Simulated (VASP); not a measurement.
Consider the following.

```xyz
2
Lattice="0.0000 2.5706 2.5706 2.5706 0.0000 2.5706 2.5706 2.5706 0.0000" Properties=species:S:1:pos:R:3 pbc="T T T"
Li     0.0000     0.0000     0.0000
Cl     2.5706     2.5706     2.5706
```

Computed with PBE GGA, VASP's PBE PAW potentials (set 64) (plane waves; VASP). Run with 520 eV cut-off, Gaussian smearing of 0.050 eV, potentials Li_sv Cl.

Question: Give the energies of bands 3 to 8 at the high-symmetry points, in eV from the valence-band maximum.

Answer: 
```csv
band,Γ,X,U,L,W
3,0.00,-2.86,-2.46,-2.79,-2.10
4,0.00,-1.09,-1.76,-0.26,-2.10
5,0.00,-1.09,-0.82,-0.26,-1.05
6,6.30,7.87,8.08,6.75,9.53
7,11.93,8.30,9.92,9.49,10.12
8,11.93,12.38,11.41,9.49,10.41
```

The gap is indirect, 6.30 eV, from the valence maximum at K-Γ at 0.79 to the conduction minimum at Γ.

The structure was generated: LiCl was put into the rock salt type (Fm-3m), which need not be its known phase. It was relaxed first, which changed the volume by +11 %.
